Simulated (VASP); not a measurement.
**GaN: polarisation along the polar distortion**

Wanted: polarisation and energy of GaN along a straight path from a centred structure to the polar one.

Main program and level: VASP 6.6.1; r2SCAN; plane waves and PAW (Ga_d, N), in the first sound run; inputs show where later runs differ.

## Step 1: The structure

It takes space group P6_3mc (No. 186, hexagonal). The conventional cell has a = 3.189 Å, b = 3.189 Å, c = 5.185 Å, α = 90.00°, β = 90.00°, γ = 120.00°. Nearest to Ga lie 4 N at 1.95 Å. Nearest to N lie 4 Ga at 1.95 Å. Farther neighbours and most contacts between anions are not listed.

As a file:

```cif
data_structure
_symmetry_space_group_name_H-M 'P 1'
_symmetry_Int_Tables_number 1
_cell_length_a 3.1890
_cell_length_b 3.1890
_cell_length_c 5.1850
_cell_angle_alpha 90.000
_cell_angle_beta 90.000
_cell_angle_gamma 120.000
_cell_volume 45.67
loop_
_atom_site_label
_atom_site_type_symbol
_atom_site_fract_x
_atom_site_fract_y
_atom_site_fract_z
_atom_site_occupancy
Ga1 Ga 0.33333 0.66667 0.00000 1
Ga2 Ga 0.66667 0.33333 0.50000 1
N3 N 0.33333 0.66667 0.37700 1
N4 N 0.66667 0.33333 0.87700 1
```

## Step 2: Relax the crystal, r2SCAN

The polar end is relaxed first.

Level: r2SCAN; plane waves and PAW (Ga_d, N).

Contents of INCAR:

```
SYSTEM = GaN
PREC = Accurate
ENCUT = 520
EDIFF = 1E-07
NELM = 120
ISMEAR = 0
SIGMA = 0.02
LREAL = .FALSE.
ALGO = Normal
METAGGA = R2SCAN
LASPH = .TRUE.
NBANDS = 24
LORBIT = 11
LWAVE = .FALSE.
LCHARG = .FALSE.
KPAR = 8
IBRION = 2
NSW = 80
ISIF = 3
EDIFFG = -0.005
POTIM = 0.4
```

Contents of POSCAR:

```
GaN
1.0
    3.1890000000      0.0000000000      0.0000000000
   -1.5945000000      2.7617550130      0.0000000000
    0.0000000000      0.0000000000      5.1850000000
Ga N
2 2
Direct
    0.3333333333      0.6666666667      0.0000000000
    0.6666666667      0.3333333333      0.5000000000
    0.3333333333      0.6666666667      0.3770000000
    0.6666666667      0.3333333333      0.8770000000
```

Contents of KPOINTS:

```
Automatic mesh
0
Gamma
10 10 5
0 0 0
```

PAW data sets: Ga_d and N (PBE family, release 64).

Launch:

```
$ mpirun -np 8 vasp_std
```

Output:

```text
[banner, memory and clock lines left out]
running    8 mpi-ranks, on    1 nodes
[...]
|                                                                             |
|           W    W    AA    RRRRR   N    N  II  N    N   GGGG   !!!           |
|           W    W   A  A   R    R  NN   N  II  NN   N  G    G  !!!           |
|           W    W  A    A  R    R  N N  N  II  N N  N  G       !!!           |
|           W WW W  AAAAAA  RRRRR   N  N N  II  N  N N  G  GGG   !            |
|           WW  WW  A    A  R   R   N   NN  II  N   NN  G    G                |
|           W    W  A    A  R    R  N    N  II  N    N   GGGG   !!!           |
|                                                                             |
|     For optimal performance we recommend to set                             |
|       NCORE = 2 up to number-of-cores-per-socket                            |
|     NCORE specifies how many cores store one orbital (NPAR=cpu/NCORE).      |
|     This setting can greatly improve the performance of VASP for DFT.       |
[...]
entering main loop
       N       E                     dE             d eps       ncg     rms          rms(c)
DAV:   1     0.252024021103E+03    0.25202E+03   -0.18572E+04  2184   0.287E+03
DAV:   2    -0.202234367305E+02   -0.27225E+03   -0.25946E+03  2256   0.526E+02
DAV:   3    -0.526239203482E+02   -0.32400E+02   -0.32156E+02  2376   0.147E+02
DAV:   4    -0.536397565426E+02   -0.10158E+01   -0.10144E+01  2584   0.290E+01
[...]
DAV:  15    -0.438219264891E+02   -0.17783E-06   -0.14488E-07  1752   0.330E-03    0.182E-03
DAV:  16    -0.438219265968E+02   -0.10771E-06   -0.34120E-08  1328   0.222E-03    0.653E-04
DAV:  17    -0.438219265841E+02    0.12727E-07   -0.13408E-08  1248   0.105E-03
   1 F= -.43821927E+02 E0= -.43821927E+02  d E =-.438219E+02
[... from here on, the cycles between the ionic steps are left out ...]
   2 F= -.43822000E+02 E0= -.43822000E+02  d E =-.732885E-04
   3 F= -.43822022E+02 E0= -.43822022E+02  d E =-.957011E-04
   4 F= -.43822021E+02 E0= -.43822021E+02  d E =-.947822E-04
   5 F= -.43822022E+02 E0= -.43822022E+02  d E =-.955645E-04
   6 F= -.43822047E+02 E0= -.43822047E+02  d E =-.250404E-04
   7 F= -.43822052E+02 E0= -.43822052E+02  d E =-.299752E-04
[...]
reached required accuracy - stopping structural energy minimisation
```

Run time: 62 s. Hardware: 8 MPI ranks of Intel Xeon 6975P-C (Granite Rapids), shared host; peak memory 1.6 GiB.

The logs omit lines about the potential files and the build; timing stands in the text.

Parts of OUTCAR (step 2):

```text
  Total       -0.0021088     -0.0021088      0.0047052      0.0000000      0.0000000      0.0000000
  in kB       -0.0738738     -0.0738738      0.1648288      0.0000000      0.0000000      0.0000000
  external PRESSURE =       0.0056937 kB  Pullay stress =       0.0000000 kB

 POSITION                                       TOTAL-FORCE (eV/Angst)
 -----------------------------------------------------------------------------------
     -0.00000      1.84127      0.00075        -0.000000     -0.000000      0.003536
      1.59458      0.92063      2.59699        -0.000000      0.000000      0.003536
     -0.00000      1.84127      1.95681         0.000000     -0.000000     -0.003536
      1.59458      0.92063      4.55304         0.000000     -0.000000     -0.003536
 -----------------------------------------------------------------------------------
    total drift:                                0.000002      0.000004      0.059117

  FREE ENERGIE OF THE ION-ELECTRON SYSTEM (eV)
  ---------------------------------------------------
  free  energy   TOTEN  =       -43.8220521237 eV

  energy  without entropy=      -43.8220521237  energy(sigma->0) =      -43.82205212

 reached required accuracy - stopping structural energy minimisation

[... 3 further parts left out ...]
[key lines of the parts left out:]
E-fermi :   5.1798
```

This run gave:

* energy(sigma→0) of the program: -43.8221 eV
* stress, compression positive: xx, yy, zz -0.01, -0.01, 0.02 GPa
* volume: 45.736 Å³
* ionic steps: 7

## Step 3: Berry phase, r2SCAN

The centred structure lies half way between the polar one and its mirror or inverted image (space group 194 within 0.02 Å; largest move 0.33 Å). One point of the path in full, at 0.1 of the distortion.

Level: r2SCAN; plane waves and PAW (Ga_d, N).

Contents of INCAR:

```
SYSTEM = GaN
PREC = Accurate
ENCUT = 520
EDIFF = 1E-07
NELM = 100
ISMEAR = 0
SIGMA = 0.02
LREAL = .FALSE.
ALGO = Normal
METAGGA = R2SCAN
LASPH = .TRUE.
NBANDS = 24
LWAVE = .FALSE.
LCHARG = .FALSE.
LCALCPOL = .TRUE.
DIPOL = 0.123 0.137 0.119
ISIF = 2
```

Contents of POSCAR:

```
GaN
1.0
    3.1891699077      0.0000000000      0.0000000000
   -1.5945849538      2.7619021574      0.0000000000
    0.0000000000      0.0000000000      5.1924715033
Ga N
2 2
Direct
    0.3333333330      0.6666666670      0.9460145130
    0.6666666670      0.3333333330      0.4460145130
    0.3333333330      0.6666666670      0.4336854870
    0.6666666670      0.3333333330      0.9336854870
```

Contents of KPOINTS:

```
Automatic mesh
0
Gamma
11 11 8
0 0 0
```

Launch:

```
$ mpirun -np 2 vasp_std
```

Output:

```text
[banner, memory and clock lines left out]
running    2 mpi-ranks, on    1 nodes
[...]
[... a notice as in an earlier step ...]

 LDA part: xc-table for (None), standard interpolation
 POSCAR, INCAR and KPOINTS ok, starting setup
[...]
entering main loop
       N       E                     dE             d eps       ncg     rms          rms(c)
DAV:   1     0.257674242607E+03    0.25767E+03   -0.18647E+04  4176   0.287E+03
DAV:   2    -0.188759498561E+02   -0.27655E+03   -0.26387E+03  4240   0.532E+02
DAV:   3    -0.519933717431E+02   -0.33117E+02   -0.32864E+02  4696   0.149E+02
DAV:   4    -0.529840706145E+02   -0.99070E+00   -0.98941E+00  4712   0.290E+01
[...]
DAV:  14    -0.426647528509E+02    0.10688E-05   -0.31934E-06  4888   0.258E-02    0.268E-03
DAV:  15    -0.426647526905E+02    0.16044E-06   -0.36255E-07  4168   0.483E-03    0.826E-04
DAV:  16    -0.426647527227E+02   -0.32247E-07   -0.10854E-08  2128   0.160E-03
 p_tot=( -0.626E+01 -0.136E+02  0.931E+01 )
   1 F= -.42664753E+02 E0= -.42664753E+02  d E =-.368433E-20
```

Wall time 93 s (2 MPI ranks); peak memory 0.48 GiB; 2.5 min of CPU time.

From OUTCAR (step 3):

```text
  Total        4.5777265      4.5777265     -0.4687237      0.0000000     -0.0000000     -0.0000000
  in kB      160.3615904    160.3615904    -16.4197824      0.0000000     -0.0000000     -0.0000000
  external PRESSURE =     101.4344661 kB  Pullay stress =       0.0000000 kB

 POSITION                                       TOTAL-FORCE (eV/Angst)
 -----------------------------------------------------------------------------------
     -0.00000      1.84127      4.91215         0.000000     -0.000000      0.362852
      1.59458      0.92063      2.31592         0.000000      0.000000      0.362852
     -0.00000      1.84127      2.25190        -0.000000     -0.000000     -0.362852
      1.59458      0.92063      4.84814        -0.000000      0.000000     -0.362852
 -----------------------------------------------------------------------------------
    total drift:                               -0.000002     -0.000002      0.024604

  FREE ENERGIE OF THE ION-ELECTRON SYSTEM (eV)
  ---------------------------------------------------
  free  energy   TOTEN  =       -42.6647527227 eV

  energy  without entropy=      -42.6647527227  energy(sigma->0) =      -42.66475272

[... 3 further parts left out ...]
[key lines of the parts left out:]
E-fermi :   5.3856
```

Read from the output:

```
energy(sigma→0) of the program : -42.6648 eV
stress, compression positive   : xx, yy, zz 16.04, 16.04, -1.64 GPa
```

The run ends at a pressure of 10.14 GPa, with forces up to 0.36 eV/Å.

## Step 4: The whole series

The other members went through these steps as far as the tables show, at the cell of the polar end; 10 runs are not shown. The session took 0.68 core hours (wall time by ranks) on a shared machine.

The Berry phase fixes the polarisation only up to a quantum, here 182 µC/cm², so branches are joined from point to point; the sign is set positive along the polar axis, and energies count from the end point of the series.

| fraction of the polar distortion | polarisation, branches joined (µC/cm²) | energy above the polar end (meV/f.u.) | gap on the mesh (eV) |
| --- | --- | --- | --- |
| 0 | 0.00 | 590.03 | 2.34 |
| 0.10 | 13.92 | 578.72 | 2.33 |
| 0.20 | 27.79 | 544.60 | 2.30 |
| 0.30 | 41.58 | 490.64 | 2.26 |
| 0.40 | 55.25 | 418.85 | 2.21 |
| 0.50 | 68.78 | 335.21 | 2.17 |
| 0.60 | 82.08 | 245.13 | 2.14 |
| 0.70 | 95.19 | ? | 2.14 |
| 0.80 | 108.08 | 78.19 | 2.17 |
| 0.90 | 120.75 | 21.65 | 2.24 |
| 1 | 133.22 | 0.00 | 2.31 |

## Step 5: A double well from the known rows

Fitting a parabola to the 10 known rows (u: square of the distortion) gives E = 577.7 u² − 1169 u + 590.7 in meV/f.u.; the residuals are 0.65 meV/f.u. r.m.s.

At u = 0.4900 this predicts 156.47 meV/f.u.

## Step 6: The withheld row

The calculation gives 155.90 meV/f.u., so the prediction is 0.57 meV/f.u. too high, within twice the residual of the fit.

## Step 7: Results

| Property | Result |
| --- | --- |
| polarisation at the last point | 133.2 µC/cm² |
| energy of the centred structure | 590 meV/f.u. |
| highest point of the path | 590 meV/f.u. |
| error of the predicted energy | 0.57 meV/f.u. |

In words: The largest step between points is 13.9 µC/cm², well under half the quantum, so the joining is safe. The polarisation departs from a straight line by up to 2.2 µC/cm². The smallest gap on the mesh along the path is 2.14 eV. The value belongs to this centred reference; where a crystal has several, another path can give another value. A straight path at a fixed cell bounds the barrier of uniform switching from above; where films switch at all, they do so at domain walls.

[Lines on the potential files, build, host, timing and source positions are cut from VASP's logs without a mark.]

[Logs are printed without paths, hosts, clocks, repeated set-up lines and the standing remarks that a program may print on its own settings, such as how far it seeks lower states.]

[Hosts, paths, dates, database ids (printed as entryN), source tags and the programs' standing remarks are cut or masked in the printed files.]
